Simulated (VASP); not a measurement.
**SrTl: elastic constants with LDA**

The system is SrTl.

```
Sr Tl
1.0
     4.03200    0.00000    0.00000
     0.00000    4.03200    0.00000
     0.00000    0.00000    4.03200
Sr Tl
1 1
Direct
  0.00000 0.00000 0.00000
  0.50000 0.50000 0.50000
```

```json
{
  "Program": "VASP 6.6.1",
  "Task": "elastic constants",
  "Functional": "LDA",
  "Potentials or basis": "VASP PAW LDA potentials, release 64 (Sr_sv, Tl_d)",
  "Cutoff": "600 eV",
  "k mesh": "5 × 5 × 5",
  "Occupations": "fermi-dirac, width 0.05 eV",
  "Spin": "no spin polarisation",
  "Dipole correction": "no",
  "Ions in elastic constants": "relaxed",
  "Further INCAR settings": "ALGO = Normal; EDIFF = 1e-08; NBANDS = 18; IBRION = 6; POTIM = 0.015; NSW = 1; ISIF = 3"
}
```

* Elastic constants C11, C12, C44: 1, 40, 18 GPa
* Voigt bulk modulus: 27 GPa
* Highest phonon frequency at Γ, LO-TO splitting left out: 77 cm⁻¹

Phonon frequencies in cm⁻¹ (negative: imaginary):
```csv
q point,frequencies
"(0.000, 0.000, 0.000)",0 0 0 77 77 77
```

Elastic tensor in Voigt notation (GPa, in the Cartesian axes of the cell as first typed):
```
 1 40 40  0  0  0
40  1 40  0  0  0
40 40  1  0  0  0
 0  0  0 18  0  0
 0  0  0  0 18  0
 0  0  0  0  0 18
```

Clamped-ion elastic tensor (GPa):
```
 1 40 40  0  0  0
40  1 40  0  0  0
40 40  1  0  0  0
 0  0  0 18  0  0
 0  0  0  0 18  0
 0  0  0  0  0 18
```

It took 120 s on 1 thread of AMD EPYC 9R45 96-Core Processor (Zen 5), on a shared host, peak memory 0.22 GiB.

Caveat: the cell is under stress, which shifts elastic constants; the elastic tensor has a negative eigenvalue, so either the cell is unstable as it stands or the mesh is too thin. Spin-orbit coupling is left out, which matters for the levels of Tl.
